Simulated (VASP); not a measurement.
These are vdW-DF-cx, VASP's PBE PAW potentials (set 64) (plane waves; VASP) values and carry that method's errors.

VASP input:

### KPOINTS
```
Automatic
0
gamma
  11 11 11
0 0 0
```

**INCAR**
```
ALGO  =  Normal
LUSE_VDW  =  .True.
ISIF  =  3
ENCUT  =  520
EDIFF  =  1E-6   # SCF stop (eV)
SYSTEM  =  CuZn
LASPH  =  .True.   # aspherical one-centre terms
LWAVE  =  .False.
LMAXMIX  =  4
LREAL  =  .False.
EDIFFG  =  -0.01   # ionic stop
NELM  =  100
LCHARG  =  .False.
PREC  =  Accurate
ISMEAR  =  1   # Methfessel-Paxton
AGGAC  =  0.0
IBRION  =  2
NSW  =  60
GGA  =  CX
SIGMA  =  0.1   # width (eV)
```

**POSCAR**
```
CuZn
1
    2.9500000000     0.0000000000     0.0000000000
    0.0000000000     2.9500000000     0.0000000000
    0.0000000000     0.0000000000     2.9500000000
Zn Cu
1 1
Direct
  0.5000000000   0.5000000000   0.5000000000
  0.0000000000   0.0000000000   0.0000000000
```

POTCAR, in this order: Zn Cu (PBE.64 set). Program: vasp_std.

**Question.** What will the output report for the number of irreducible k-points (NKPTS), largest plane-wave count, number of space-group operations, FFT grid (NGX, NGY, NGZ)?

**Answer.** 
The number of irreducible k-points (NKPTS) is 56 and the largest plane-wave count is 739. The number of space-group operations is 48 and the FFT grid (NGX, NGY, NGZ) is 24 × 24 × 24.

The compound is CuZn in the CsCl type structure. This run relaxes it. Symmetry was kept, so distortions that lower it aren't found. The electron count is odd and the run is not spin-polarised, which forces a metal.
